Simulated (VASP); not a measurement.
# AgB2 (P6/mmm) in VASP: a series of runs, part 2 of 2

VASP 6.6.1.

## (3) Single point, r2SCAN

INCAR reads:

```
SYSTEM = AgB2
PREC = Normal
ENCUT = 460
EDIFF = 1E-6
ISMEAR = 0
SIGMA = 0.05
LREAL = .False.
LASPH = .True.
NELM = 100
ALGO = Normal
ISIF = 2
LWAVE = .False.
LCHARG = .False.
METAGGA = R2SCAN
LMIXTAU = .True.
ADDGRID = .False.
```

KPOINTS reads:

```
regular mesh
0
Gamma
  4 4 3
  0 0 0
```

POSCAR reads:

```
AgB2
1.0
    3.0000000000      0.0000000000      0.0000000000
   -1.5000000000      2.5980762114      0.0000000000
    0.0000000000      0.0000000000      3.2400000000
Ag B
1 2
Direct
    0.0000000000      0.0000000000      0.0000000000
    0.6666666667      0.3333333333      0.5000000000
    0.3333333333      0.6666666667      0.5000000000
```

Potentials or basis: VASP PAW PBE potentials, release 64 (Ag, B).

Command:

```console
$ cat potpaw_PBE.64/Ag/POTCAR potpaw_PBE.64/B/POTCAR > POTCAR
$ mpirun -np 1 vasp_std > vasp.out
```

OUTCAR:

```text
SYSTEM = AgB2
   PREC = Normal
   ENCUT = 460
   EDIFF = 1E-6
   ISMEAR = 0
   LREAL = .False.
   LASPH = .True.
   NELM = 100
   ISIF = 2
   METAGGA = R2SCAN

 Found      8 irreducible k-points:

 Following reciprocal coordinates:
            Coordinates               Weight
  0.000000  0.000000  0.000000      1.000000
  0.250000 -0.000000  0.000000      6.000000
  0.500000 -0.000000  0.000000      3.000000
  0.250000  0.250000  0.000000      6.000000
  0.000000  0.000000  0.333333      2.000000
  0.250000 -0.000000  0.333333     12.000000
   k-points           NKPTS =      8   k-points in BZ     NKDIM =      8   number of bands    NBANDS=     12
   number of dos      NEDOS =    301   number of ions     NIONS =      3
   total plane-waves  NPLWV =   4608
   dimension x,y,z NGX =    16 NGY =   16 NGZ =   18
   dimension x,y,z NGXF=    32 NGYF=   32 NGZF=   36
   ions per type =               1   2
   NGX,Y,Z   is equivalent  to a cutoff of   8.87,  8.87,  9.24 a.u.
   NGXF,Y,Z  is equivalent  to a cutoff of  17.73, 17.73, 18.47 a.u.
 SYSTEM =  AgB2
   PREC   = normal    normal or accurate (medium, high low for compatibility)
   ISTART =      0    job   : 0-new  1-cont  2-samecut
   ICHARG =      2    charge: 1-file 2-atom 10-const
   ISPIN  =      1    spin polarized calculation?
   LNONCOLLINEAR =      F non collinear calculations
   LSORBIT =      F    spin-orbit coupling
   LASPH  =      T    aspherical Exc in radial PAW
   ENCUT  =  460.0 eV  33.81 Ry    5.81 a.u.   5.25  5.25  5.67*2*pi/ulx,y,z
   NELM   =    100;   NELMIN=  2; NELMDL= -5     # of ELM steps
   EDIFF  = 0.1E-05   stopping-criterion for ELM
   LREAL  =      F    real-space projection
   EDIFFG = 0.1E-04   stopping-criterion for IOM
   NSW    =      0    number of steps for IOM
   IBRION =     -1    ionic relax: 0-MD 1-quasi-New 2-CG
   NFREE  =      0    steps in history (QN), initial steepest desc. (CG)
   ISIF   =      2    stress and relaxation
   ISYM   =      2    0-nonsym 1-usesym 2-fastsym
   POTIM  = 0.5000    time-step for ionic-motion
   TEBEG  =    0.0;   TEEND  =   0.0 temperature during run
   PSTRESS=    0.0 pullay stress
   NELECT =      17.0000    total number of electrons
   NUPDOWN=      -1.0000    fix difference up-down
   EMIN   =  10.00;   EMAX   =-10.00  energy-range for DOS
   EFERMI =   0.00;   METHOD = LEGACY
   ISMEAR =     0;   SIGMA  =   0.05  broadening in eV -4-tet -1-fermi 0-gaus
   EFERMI_NEDOS =   21; number of points for ismear=-14 and -15
   IALGO  =     38    algorithm
   IMIX   =      4    mixing-type and parameters
     AMIX     =   0.40;   BMIX     =  1.00
     AMIX_MAG =   1.60;   BMIX_MAG =  1.00
  volume/ion in A,a.u.               =       8.42        56.81
  Fermi-wavevector in a.u.,A,eV,Ry     =   1.434779  2.711340 28.008838  2.058591
  Thomas-Fermi vector in A             =   2.554150
   LORBIT       =      0    0 simple, 1 ext, 2 COOP (PROOUT), +10 PAW based schemes
   METAGGA = R2SCAN    functional components
   LHFCALC =     F    Hartree Fock is set to
   AEXX    =    0.0000 exact exchange contribution
   IVDW    =     0    specifies the selected vdW correction
   LEPSILON=     F    determine dielectric tensor
   LRPA    =     F    only Hartree local field effects (RPA)
 non-spin polarized calculation
 Gauss-broadening in eV      SIGMA  =   0.05
  energy-cutoff  :      460.00
  volume of cell :       25.25
 maximum number of plane-waves:       571
   NGX = 11   NGY = 11   NGZ = 11

 number of electron      16.9999970 magnetization

 Free energy of the ion-electron system (eV)
  ---------------------------------------------------
  ext. energy  EPLUGINS =         0.00000000
  ---------------------------------------------------
  free energy    TOTEN  =       -32.99306539 eV

  energy without entropy =      -32.98581163  energy(sigma->0) =      -32.98943851

 E-fermi :  10.4531     XC(G=0): -14.2714

 val. band max:       10.4323906804   @ k =   0.2500  -0.0000   0.3333
 cond. band min:      10.5065781137   @ k =   0.5000  -0.0000   0.3333
 fundamental gap:      0.0741874333
 Fermi energy:        10.4531331590

 k-point     1 :       0.0000    0.0000    0.0000
  band No.  band energies     occupation
      1      -4.5303      2.00000
      2       3.3971      2.00000
      3       3.8233      2.00000
      4       3.8233      2.00000
      5       5.4667      2.00000
      6       5.4667      2.00000
      7       7.2860      2.00000
      8      11.7043      0.00000
      9      11.7043      0.00000
     10      16.4940      0.00000
     11      16.4940      0.00000
     12      16.7922      0.00000

 k-point     2 :       0.2500   -0.0000    0.0000
  band No.  band energies     occupation
      1      -3.2999      2.00000
      2       2.8234      2.00000
      3       3.7183      2.00000
      4       3.8308      2.00000
      5       4.5926      2.00000
      6       5.3065      2.00000
      7       8.3427      2.00000
      8       9.1328      2.00000
      9      10.3678      1.98421
     10      16.5217      0.00000
     11      17.9050      0.00000
     12      18.2462      0.00000

 k-point     3 :       0.5000   -0.0000    0.0000
  band No.  band energies     occupation
      1      -0.4032      2.00000
      2       0.1932      2.00000
      3       3.0994      2.00000
      4       3.3397      2.00000
      5       5.1514      2.00000
      6       5.9898      2.00000
      7       7.0432      2.00000
      8       7.2335      2.00000
      9      13.8140      0.00000
     10      15.2241      0.00000
     11      17.3734      0.00000
     12      17.3969      0.00000

 k-point     4 :       0.2500    0.2500    0.0000
  band No.  band energies     occupation
      1      -1.0617      2.00000
      2       1.7040      2.00000
      3       2.8647      2.00000
      4       3.4736      2.00000
      5       4.5808      2.00000
      6       5.4609      2.00000
      7       6.6708      2.00000
      8       7.1750      2.00000
      9      13.7400      0.00000
     10      16.1983      0.00000
     11      18.0103      0.00000
     12      20.4421      0.00000

 k-point     5 :       0.0000    0.0000    0.3333
  band No.  band energies     occupation
      1      -3.1940      2.00000
      2       1.7965      2.00000
      3       4.2865      2.00000
      4       4.2866      2.00000
      5       4.8598      2.00000
      6       4.8598      2.00000
      7       5.8074      2.00000
      8      10.6627      0.00000
      9      10.6627      0.00000
     10      18.0701      0.00000
     11      18.9923      0.00000
     12      18.9923      0.00000

 k-point     6 :       0.2500   -0.0000    0.3333
  band No.  band energies     occupation
      1      -2.2997      2.00000
      2       2.3649      2.00000
      3       3.6835      2.00000
      4       3.9971      2.00000
      5       4.0679      2.00000
      6       5.1450      2.00000
      7       6.5686      2.00000
      8       9.3834      2.00000
      9      10.4324      1.44259
     10      16.3286      0.00000
     11      17.8568      0.00000
     12      21.7707      0.00000

 [... further k-points ...]

------------------------ aborting loop because EDIFF is reached ----------------------------------------

  FORCE on cell =-STRESS in cart. coord.  units (eV):
  Direction    XX          YY          ZZ          XY          YZ          ZX
  --------------------------------------------------------------------------------------
  -------------------------------------------------------------------------------------
  Total        6.1383248      6.1383248     13.4069476      0.0000000      0.0000000      0.0000000
  in kB      389.4415620    389.4415620    850.5940577      0.0000000      0.0000000      0.0000000
  external PRESSURE =     543.1590606 kB  Pullay stress =       0.0000000 kB

 VOLUME and BASIS-vectors are now :
 -----------------------------------------------------------------------------
  energy-cutoff  :      460.00
  volume of cell :       25.25
      direct lattice vectors                 reciprocal lattice vectors
     3.000000000  0.000000000  0.000000000     0.333333333  0.192450090  0.000000000
    -1.500000000  2.598076211  0.000000000     0.000000000  0.384900179  0.000000000
     0.000000000  0.000000000  3.240000000     0.000000000  0.000000000  0.308641975

 POSITION                                       TOTAL-FORCE (eV/Angst)
 -----------------------------------------------------------------------------------
      0.00000      0.00000      0.00000         0.000000      0.000000      0.000000
      1.50000      0.86603      1.62000         0.000000     -0.000000     -0.000000
     -0.00000      1.73205      1.62000        -0.000000      0.000000      0.000000
 -----------------------------------------------------------------------------------
    total drift:                                0.000000     -0.000000     -0.000000

  FREE ENERGIE OF THE ION-ELECTRON SYSTEM (eV)
  ---------------------------------------------------
  free  energy   TOTEN  =       -32.9930653928 eV

  energy  without entropy=      -32.9858116256  energy(sigma->0) =      -32.98943851
```

stdout:

```text
POSCAR found type information on POSCAR AgB
 POSCAR found :  2 types and       3 ions
 scaLAPACK will be used
 -----------------------------------------------------------------------------
|                                                                             |
|                                                                             |
|     You enforced a specific xc type in the INCAR file but a different       |
|     I HOPE YOU KNOW WHAT YOU ARE DOING!                                     |
|                                                                             |
 -----------------------------------------------------------------------------

 LDA part: xc-table for (None), standard interpolation
 POSCAR, INCAR and KPOINTS ok, starting setup
 FFT: planning ... GRIDC
 FFT: planning ... GRID_SOFT
 FFT: planning ... GRID
 WAVECAR not read
 entering main loop
```

Run time: 7.3 s. Hardware: 1 thread of Intel Xeon 6975P-C (Granite Rapids), shared host; peak memory 0.11 GiB.

These settings aren't checked as converged: the numbers below hold their error.

Results:

* Free energy: -32.9931 eV
* Pressure: 54.3 GPa
* Band gap on the k mesh: none (metal or under the smearing width)

Caveat: the k mesh is coarse (spacing up to 0.65 Å⁻¹), so the values aren't converged; a pressure of tens of GPa on the cell as given is suspect, and the run, the potentials or the cell itself is likely at fault; the PAW data sets were made with another functional, which shifts forces and pressure a little.

## (4) Single point, r2SCAN

INCAR is that of step 3.

KPOINTS is that of step 3.

POSCAR reads:

```
AgB2
1.0
    3.0000000000      0.0000000000      0.0000000000
   -1.5000000000      2.5980762114      0.0000000000
    0.0000000000      0.0000000000      3.2400000000
Ag B
1 2
Direct
    0.0172000000      0.0014340000     -0.0107780000
    0.6537670000      0.3220700000      0.4709270000
    0.3421410000      0.7037590000      0.5156140000
```

Potentials or basis: VASP PAW PBE potentials, release 64 (Ag, B).

Command:

```console
$ cat potpaw_PBE.64/Ag/POTCAR potpaw_PBE.64/B/POTCAR > POTCAR
$ mpirun -np 1 vasp_std > vasp.out
```

OUTCAR:

```text
SYSTEM = AgB2
   PREC = Normal
   ENCUT = 460
   EDIFF = 1E-6
   ISMEAR = 0
   LREAL = .False.
   LASPH = .True.
   NELM = 100
   ISIF = 2
   METAGGA = R2SCAN

 Found     26 irreducible k-points:

 Following reciprocal coordinates:
            Coordinates               Weight
  0.000000  0.000000  0.000000      1.000000
  0.250000 -0.000000  0.000000      2.000000
  0.000000  0.250000  0.000000      2.000000
 -0.250000  0.250000  0.000000      2.000000
  0.500000 -0.000000  0.000000      1.000000
[... 159 lines left out ...]
      8       7.4509      2.00000
      9      12.8658      0.00000
     10      15.5896      0.00000
     11      17.4008      0.00000
     12      17.6309      0.00000

 [... further k-points ...]
[... 5 lines left out ...]
  --------------------------------------------------------------------------------------
  -------------------------------------------------------------------------------------
  Total        6.0832653      8.1790627     13.1130262     -0.0065639      0.1724663      0.0462467
  in kB      385.9483476    518.9146919    831.9464276     -0.4164445     10.9419995      2.9340874
  external PRESSURE =     578.9364891 kB  Pullay stress =       0.0000000 kB

 VOLUME and BASIS-vectors are now :
 -----------------------------------------------------------------------------
  energy-cutoff  :      460.00
  volume of cell :       25.25
      direct lattice vectors                 reciprocal lattice vectors
     3.000000000  0.000000000  0.000000000     0.333333333  0.192450090  0.000000000
    -1.500000000  2.598076211  0.000000000     0.000000000  0.384900179  0.000000000
     0.000000000  0.000000000  3.240000000     0.000000000  0.000000000  0.308641975

 POSITION                                       TOTAL-FORCE (eV/Angst)
 -----------------------------------------------------------------------------------
      0.04945      0.00373      3.20508        -0.202239      0.044336      0.226548
      1.47820      0.83676      1.52580         0.277913      1.368748      0.882131
     -0.02922      1.82842      1.67059        -0.075674     -1.413084     -1.108679
 -----------------------------------------------------------------------------------
    total drift:                                0.000845      0.000496     -0.000985

  FREE ENERGIE OF THE ION-ELECTRON SYSTEM (eV)
  ---------------------------------------------------
  free  energy   TOTEN  =       -32.8795151415 eV

  energy  without entropy=      -32.8737973027  energy(sigma->0) =      -32.87665622
```

Wall time 8.9 s (1 thread of Intel Xeon 6975P-C (Granite Rapids), shared host); peak memory 0.12 GiB.

These settings aren't checked as converged: the numbers below hold their error.

What came out:

```
Free energy            : -32.8795 eV
Pressure               : 57.9 GPa
Largest force          : 1.798 eV/Å
Band gap on the k mesh : none (metal or under the smearing width)
```

Caveat: the k mesh is coarse (spacing up to 0.65 Å⁻¹), so the values aren't converged; the PAW data sets were made with another functional, which shifts forces and pressure a little.
